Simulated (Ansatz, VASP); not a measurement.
# CaHg in two plane-wave programs, part 2 of 2

One calculation is typed for both programs; each brings its own data sets. How far apart do they land? The cell is taken from a series of runs on this material, whose earlier steps may have relaxed, scaled, displaced or heated it; both programs get it as it stands.

VASP 6.6.1 and Ansatz 0.2.0.

So far: Starting point; Ansatz: relaxation of cell and atoms, PBEsol; VASP: relaxation of cell and atoms, PBEsol; Comparison.

## Step 5: VASP: zone-centre phonons, PBEsol

Level of this step: PBEsol; plane waves and PAW (Ca_sv, Hg) (VASP).

Second derivatives magnify differences that forces hide, and they need a tight electronic threshold.

Contents of INCAR:

```
SYSTEM = CaHg
PREC = Accurate
ENCUT = 500
EDIFF = 1E-08
NELM = 120
ISMEAR = 1
SIGMA = 0.2
LREAL = .FALSE.
ALGO = Normal
GGA = PS
NBANDS = 17
LORBIT = 11
LWAVE = .FALSE.
LCHARG = .FALSE.
ISIF = 2
IBRION = 8
LASPH = .TRUE.
GGA_COMPAT = .FALSE.
KPAR = 2
```

Contents of POSCAR:

```
CaHg
1.0
    3.7181259291      0.0000000000      0.0000000000
    0.0000000000      3.7181259291      0.0000000000
    0.0000000000      0.0000000000      3.7181259291
Ca Hg
1 1
Direct
    0.0000000000      0.0000000000      0.0000000000
    0.5000000000      0.5000000000      0.5000000000
```

Contents of KPOINTS:

```
Automatic mesh
0
Gamma
12 12 12
0 0 0
```

PAW data sets: Ca_sv and Hg (PBE family, release 64).

Launch:

```
$ mpirun -np 2 vasp_std
```

Numbers of over 12 decimals in the logs are rounded to 6 here.

Log:

```text
[banner, memory and clock lines left out]
running    2 mpi-ranks, on    1 nodes
[...]
[... a notice as in an earlier step ...]

 LDA part: xc-table for (Slater+PW92), standard interpolation
 POSCAR, INCAR and KPOINTS ok, starting setup
[...]
entering main loop
       N       E                     dE             d eps       ncg     rms          rms(c)
DAV:   1     0.168171532210E+03    0.16817E+03   -0.11070E+04  2856   0.122E+03
DAV:   2     0.553607747991E+00   -0.16762E+03   -0.16300E+03  2986   0.325E+02
DAV:   3    -0.422345810544E+01   -0.47771E+01   -0.47331E+01  4114   0.570E+01
DAV:   4    -0.434424586862E+01   -0.12079E+00   -0.12070E+00  3721   0.641E+00
[...]
DAV:  13    -0.393512712739E+01    0.29463E-07   -0.36130E-08  3356   0.142E-03    0.222E-04
DAV:  14    -0.393512710307E+01    0.24319E-07   -0.37543E-09  1589   0.557E-04    0.815E-05
DAV:  15    -0.393512710265E+01    0.41837E-09   -0.10949E-09  1540   0.242E-04
   1 F= -.39351271E+01 E0= -.39349462E+01  d E =-.542735E-03
[...]
RMM:  20    -0.403588226198E+00   -0.10504E-06   -0.66897E-07 14793   0.571E-04    0.127E-05
RMM:  21    -0.403588283615E+00   -0.57416E-07   -0.54741E-07 15014   0.500E-04    0.127E-05
RMM:  22    -0.403588352496E+00   -0.68882E-07   -0.46407E-07 13902   0.444E-04    0.122E-05
 first order change of Fermi-energy  -0.34574E-04
 force on displaced ion       1 direction 1 :  -2.202   0.000  -0.000
 Linear response progress:
  Degree of freedom:   2/  2
       N       E                     dE             d eps       ncg     rms          rms(c)
RMM:   1    -0.372301197785E+00   -0.37230E+00   -0.15143E-01 11319   0.218E+00
RMM:   2    -0.372727416339E+00   -0.42622E-03   -0.10585E-03 11454   0.207E-01    0.430E-02
RMM:   3    -0.372500218726E+00    0.22720E-03   -0.26728E-04 12490   0.655E-02    0.227E-02
RMM:   4    -0.372351975541E+00    0.14824E-03   -0.90662E-05 12405   0.465E-02    0.693E-03
[...]
RMM:  14    -0.372337343791E+00    0.36089E-07    0.21971E-08 14983   0.332E-05    0.190E-06
RMM:  15    -0.372337329136E+00    0.14655E-07    0.77185E-09 14032   0.212E-05    0.112E-06
RMM:  16    -0.372337328675E+00    0.46082E-09    0.64779E-09 13219   0.137E-05    0.529E-07
 first order change of Fermi-energy  -0.12226E-03
 force on displaced ion       2 direction 1 :  -2.213   0.000   0.000
 Linear response finished
```

Parts of OUTCAR (step 5):

```text
  Total        0.0300533      0.0300533      0.0300533      0.0000000      0.0000000      0.0000000
  in kB        0.9367647      0.9367647      0.9367647      0.0000000      0.0000000      0.0000000
  external PRESSURE =       0.9367647 kB  Pullay stress =       0.0000000 kB

 POSITION                                       TOTAL-FORCE (eV/Angst)
 -----------------------------------------------------------------------------------
      0.00000      0.00000      0.00000         0.000000      0.000000      0.000000
      1.85906      1.85906      1.85906         0.000000      0.000000      0.000000
 -----------------------------------------------------------------------------------
    total drift:                                0.000000      0.000000      0.000000

[... 1 part as in an earlier step ...]

[... 1 further part left out ...]
```

## Step 6: Ansatz: zone-centre phonons, PBEsol

The same cell, functional, mesh and smearing now go to Ansatz, which takes its cutoff from its data sets.

The cell is taken from a series of runs on this material, whose earlier steps may have relaxed, scaled, displaced or heated it; both programs get it as it stands.

Contents of input.yaml:

```yaml
crystal:
  lattice:
    - [3.7181259291, 0.0, 0.0]
    - [0.0, 3.7181259291, 0.0]
    - [0.0, 0.0, 3.7181259291]
  atoms:
    - { symbol: Ca, position: [0.0, 0.0, 0.0] }
    - { symbol: Hg, position: [0.5, 0.5, 0.5] }
kpoints:
  mp_grid: { grid: [12, 12, 12] }
hamiltonian:
  xc: pbesol
  pseudopotentials: { kind: paw, azcp: { folder: soft_1 }, xc_functional: pbe }
scf:
  occupations: { method: methfessel_paxton, width: 0.2 }
output:
  eigenvalues: true
phonons:
  method: dfpt
```

Launch:

```
$ ansatz run input.yaml --threads 4 --pin off --max-ram 10240MiB --backend cpu --events-out ev --progress --plain --runs-dir out
```

Log:

```text
[...]
Crystal: 2 atoms, lattice volume = 51.401 Å³
Basis set: ecut = 420 eV, 1021 PW (Γ), exchange–correlation on 50×50×50 points (8 copies of the dense FFT grid, shifted against one another)
Bands: 19, of which v1, the nominal top of the filled ones, is band 15 counted from 1 (14 counted from 0)
Symmetry: 48 space group operations
k-points: 196 of 1728 (irreducible under 8 space group operations, time reversal used)
[...]
k mesh reduced under 8 symmetry operations, with k and −k counted as one. Each operation leaves every solved perturbation unchanged. A smaller set is not used because it would not reduce the number of displacements times k-points to solve
  ASR residual: 5.888e-5 → 0.000e0 eV/Å²; symmetrization residual: 4.851e-6 eV/Å²
  ASR residual per site (eV/Å²): 2.77e-7 5.89e-5
  Γ frequencies (cm⁻¹): 0.00 0.00 0.00 133.22 133.22 133.22
  non-analytic LO–TO correction: not included (Born effective charges unavailable; polar crystals: no LO–TO splitting at Γ)
[key lines of the parts left out:]
SCF converged after 11 iterations
Free energy (F): -15464.939413 eV
Fermi energy:    11.342497 eV
```

## Step 7: Comparison

What differs besides the data sets and the points named for the pairs above, as far as they apply: the data sets hold 30 valence electrons in Ansatz (on its PAW soft_1 files) and 22 in VASP. Total energies have different zeros and are not compared.

Both answers:

```
                  quantity  Ansatz   VASP  difference
optical mode 1 to 3 (cm⁻¹)   133.2  133.9     -0.53 %
```

Modes are paired by rising frequency, not by their patterns, so a pair may set unlike modes beside each other; they are those without the splitting of longitudinal modes.

## Step 8: Outcome

```
difference in volume (relaxation of cell and atoms, PBEsol)                                                          : -0.19 %
r.m.s. difference of the optical zone-centre modes, each program's sorted by frequency (zone-centre phonons, PBEsol) : 0.71 cm⁻¹
difference in optical mode 1 to 3 (zone-centre phonons, PBEsol)                                                      : -0.5 %
```

**Reading.** The difference in volume is -0.19 % (relaxation of cell and atoms, PBEsol), within the 1.2 % picked in this series as the mark of a large difference, as far as the stopping tolerances let one tell. The data sets hold unlike numbers of valence electrons (30 in Ansatz and 22 in VASP), so part of the differences comes from the potentials. Among the rows given in per cent, the largest difference of the zone-centre phonons, PBEsol pair is in optical mode 1 to 3, -0.5 %. 1 further run of this series is not shown here. How closely two codes agree says nothing of how well the functional describes the real material.

[Lines on the potential files, build, host, timing and source positions are cut from VASP's logs without a mark.]

[Logs are printed without paths, hosts, clocks, repeated set-up lines and the standing remarks that a program may print on its own settings, such as how far it seeks lower states.]

[Hosts, paths, dates, database ids (printed as entryN), source tags and the programs' standing remarks are cut or masked in the printed files.]
